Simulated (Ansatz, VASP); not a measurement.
# KSrCl3 in two plane-wave programs, part 3 of 3

Aim: how closely do two programs agree when they are given the same cell, functional and k mesh? The cell is generated by rule, not measured, and may not be a known phase. The cell is taken from a series of runs on this material, whose earlier steps may have relaxed, scaled, displaced or heated it; both programs get it as it stands.

VASP 6.6.1 and Ansatz 0.2.0.

So far: VASP: relaxation of cell and atoms, PBEsol, pair 1; Ansatz: relaxation of cell and atoms, PBEsol, pair 1; Differences; VASP: relaxation of cell and atoms, PBEsol, pair 2; Ansatz: relaxation of cell and atoms, PBEsol, pair 2; Comparison.

**8. VASP: relaxation of cell and atoms, PBEsol, pair 3**

Level of this step: PBEsol; plane waves and PAW (K_sv, Sr_sv, Cl); invented cell (VASP).

The relaxed volume is the usual yardstick between codes: in a stiff, nearly cubic crystal its relative difference is about their pressure difference at one cell divided by the bulk modulus.

File INCAR:

```
SYSTEM = KSrCl3
PREC = Accurate
ENCUT = 500
EDIFF = 1E-07
NELM = 120
ISMEAR = 0
SIGMA = 0.01
LREAL = .FALSE.
ALGO = Normal
GGA = PS
NBANDS = 50
LORBIT = 11
LWAVE = .FALSE.
LCHARG = .FALSE.
ISIF = 3
IBRION = 2
NSW = 80
EDIFFG = -0.005
LASPH = .TRUE.
GGA_COMPAT = .FALSE.
NELMIN = 4
EFERMI = MIDGAP
KPAR = 2
```

File POSCAR:

```
KSrCl3
1.0
    7.5846550000      0.0000000000      0.0000000000
    0.0000000000      7.5846550000      0.0000000000
    0.0000000000      0.0000000000      5.6010310000
K Sr Cl
2 2 6
Direct
    0.4999999341      0.0000000000      0.0000000000
    0.0000000000      0.4999999341      0.0000000000
    0.0000000000      0.0000000000      0.5000000893
    0.4999999341      0.4999999341      0.5000000893
    0.3359145538      0.8359146197      0.5000000893
    0.6640853144      0.1640853803      0.5000000893
    0.1640853803      0.3359145538      0.5000000893
    0.8359146197      0.6640853144      0.5000000893
    0.0000000000      0.0000000000      0.0000000000
    0.4999999341      0.4999999341      0.0000000000
```

File KPOINTS:

```
Automatic mesh
0
Gamma
4 4 4
0 0 0
```

PAW data sets: K_sv, Sr_sv and Cl (PBE family, release 64).

Launch:

```
mpirun -np 2 vasp_std
```

Numbers of over 12 decimals in the logs are rounded to 6 here.

Log:

```text
[... set-up lines as in an earlier step ...]
 entering main loop
       N       E                     dE             d eps       ncg     rms          rms(c)
DAV:   1     0.603514924804E+03    0.60351E+03   -0.35184E+04  1808   0.135E+03
DAV:   2     0.157351480525E+02   -0.58778E+03   -0.56969E+03  2444   0.325E+02
DAV:   3    -0.392247120595E+02   -0.54960E+02   -0.54736E+02  2448   0.898E+01
DAV:   4    -0.412315158683E+02   -0.20068E+01   -0.20025E+01  2688   0.184E+01
[...]
DAV:  16    -0.401867658304E+02   -0.26957E-06   -0.34058E-07  1786   0.233E-03    0.131E-03
DAV:  17    -0.401867659532E+02   -0.12272E-06   -0.76105E-08  1404   0.114E-03    0.828E-04
DAV:  18    -0.401867659613E+02   -0.81181E-08   -0.20992E-08  1320   0.608E-04
   1 F= -.40186766E+02 E0= -.40186766E+02  d E =-.401868E+02
[... from here on, the cycles between the ionic steps are left out ...]
   2 F= -.40186962E+02 E0= -.40186962E+02  d E =-.196010E-03
   3 F= -.40186979E+02 E0= -.40186979E+02  d E =-.212718E-03
   4 F= -.40186979E+02 E0= -.40186979E+02  d E =-.212803E-03
   5 F= -.40186992E+02 E0= -.40186992E+02  d E =-.135823E-04
   6 F= -.40187024E+02 E0= -.40187024E+02  d E =-.454105E-04
[...]
reached required accuracy - stopping structural energy minimisation
```

OUTCAR, selected parts (step 8):

```text
  Total       -0.0158814     -0.0158814      0.0034454      0.0000000     -0.0000000      0.0000000
  in kB       -0.0787699     -0.0787699      0.0170887      0.0000000     -0.0000000      0.0000000
  external PRESSURE =      -0.0468170 kB  Pullay stress =       0.0000000 kB

 POSITION                                       TOTAL-FORCE (eV/Angst)
 -----------------------------------------------------------------------------------
      3.79519      0.00000      0.00000         0.000000     -0.000000      0.000000
      0.00000      3.79519      0.00000         0.000000     -0.000000      0.000000
      0.00000      0.00000      2.80337        -0.000000     -0.000000      0.000000
      3.79519      3.79519      2.80337        -0.000000     -0.000000      0.000000
      2.55157      6.34677      2.80337         0.003365      0.003365      0.000000
      5.03882      1.24362      2.80337        -0.003365     -0.003365      0.000000
      1.24362      2.55157      2.80337        -0.003365      0.003365      0.000000
      6.34677      5.03882      2.80337         0.003365     -0.003365      0.000000
      0.00000      0.00000      0.00000         0.000000     -0.000000      0.000000
      3.79519      3.79519      0.00000         0.000000     -0.000000      0.000000
 -----------------------------------------------------------------------------------
    total drift:                                0.001630      0.000576     -0.002847

  FREE ENERGIE OF THE ION-ELECTRON SYSTEM (eV)
  ---------------------------------------------------
  free  energy   TOTEN  =       -40.1870241748 eV

  energy  without entropy=      -40.1870241748  energy(sigma->0) =      -40.18702417

[... 1 part as in an earlier step ...]

[... 3 further parts left out ...]
[key lines of the parts left out:]
E-fermi :   1.0913
```

**9. Ansatz: relaxation of cell and atoms, PBEsol, pair 3**

The same cell, functional and mesh now go to Ansatz, which takes its cutoff from its data sets.

The cell is taken from a series of runs on this material, whose earlier steps may have relaxed, scaled, displaced or heated it; both programs get it as it stands.

File input.yaml:

```yaml
crystal:
  lattice:
    - [7.5846547329, 0.0, 0.0]
    - [0.0, 7.5846547329, 0.0]
    - [0.0, 0.0, 5.6010312466]
  atoms:
    - { symbol: K, position: [0.5, 0.0, 0.0] }
    - { symbol: K, position: [0.0, 0.5, 0.0] }
    - { symbol: Sr, position: [0.0, 0.0, 0.5] }
    - { symbol: Sr, position: [0.5, 0.5, 0.5] }
    - { symbol: Cl, position: [0.3359146199, 0.8359146199, 0.5] }
    - { symbol: Cl, position: [0.6640853801, 0.1640853801, 0.5] }
    - { symbol: Cl, position: [0.1640853801, 0.3359146199, 0.5] }
    - { symbol: Cl, position: [0.8359146199, 0.6640853801, 0.5] }
    - { symbol: Cl, position: [0.0, 0.0, 0.0] }
    - { symbol: Cl, position: [0.5, 0.5, 0.0] }
kpoints:
  mp_grid: { grid: [4, 4, 4] }
hamiltonian:
  xc: pbesol
  pseudopotentials: { kind: paw, azcp: { folder: soft_1 }, xc_functional: pbe }
scf:
  occupations: { method: fixed }
output:
  forces: true
  stress: true
  eigenvalues: true
relax:
  adjacent_minimum: "off"
  f_tol: 0.001
  max_steps: 60
  cell: { stress_tol: 0.01 }
```

Launch:

```
ansatz run input.yaml --threads 4 --pin off --max-ram 16384MiB --backend cpu --events-out ev --progress --plain --runs-dir out
```

Log:

```text
[...]
Crystal: 10 atoms, lattice volume = 322.210 Å³
Basis set: ecut = 420 eV, 6291 PW (Γ), exchange–correlation on 108×108×80 points (8 copies of the dense FFT grid, shifted against one another)
Bands: 50, of which v1, the nominal top of the filled ones, is band 40 counted from 1 (39 counted from 0)
Symmetry: 16 space group operations
[...]
k-points: 18 of 64
[...]
- { symbol: K, position: [0, 0.500000, 0.0] }
    - { symbol: Sr, position: [0, 0, 0.500000] }
    - { symbol: Sr, position: [0.500000, 0.500000, 0.500000] }
    - { symbol: Cl, position: [0.335981, 0.835981, 0.500000] }
    - { symbol: Cl, position: [0.664019, 0.164019, 0.500000] }
    - { symbol: Cl, position: [0.164019, 0.335981, 0.500000] }
    - { symbol: Cl, position: [0.835981, 0.664019, 0.500000] }
    - { symbol: Cl, position: [0, 0, 0.0] }
    - { symbol: Cl, position: [0.500000, 0.500000, 0.0] }
[key lines of the parts left out:]
SCF converged after 7 iterations
Free energy (F): -16403.722392 eV
Fermi energy:    1.344807 eV
P = ⅓ Tr σ = -0.0045 GPa (-0.045 kbar)
```

**10. Comparison**

Compared:

| quantity | Ansatz | VASP | difference |
| --- | --- | --- | --- |
| volume (Å³) | 322.12 | 323.03 | -0.28 % |
| edge a after relaxation, in the typed setting (Å) | 7.584 | 7.590 | -0.09 % |
| edge c after relaxation, in the typed setting (Å) | 5.601 | 5.607 | -0.11 % |

**11. Summary of results**

| Property | Result |
| --- | --- |
| difference in volume (relaxation of cell and atoms, PBEsol, pair 1) | -0.23 % |
| difference in volume (relaxation of cell and atoms, PBEsol, pair 2) | -0.25 % |
| difference in volume (relaxation of cell and atoms, PBEsol, pair 3) | -0.28 % |

In words: The difference in volume is -0.28 % (relaxation of cell and atoms, PBEsol, pair 3), within the 1.2 % picked in this series as the mark of a large difference, as far as the stopping tolerances let one tell. 3 further runs of this series are not shown here. How closely two codes agree says nothing of how well the functional describes the real material.

[Lines on the potential files, build, host, timing and source positions are cut from VASP's logs without a mark.]

[Logs are printed without paths, hosts, clocks, repeated set-up lines and the standing remarks that a program may print on its own settings, such as how far it seeks lower states.]

[Hosts, paths, dates, database ids (printed as entryN), source tags and the programs' standing remarks are cut or masked in the printed files.]
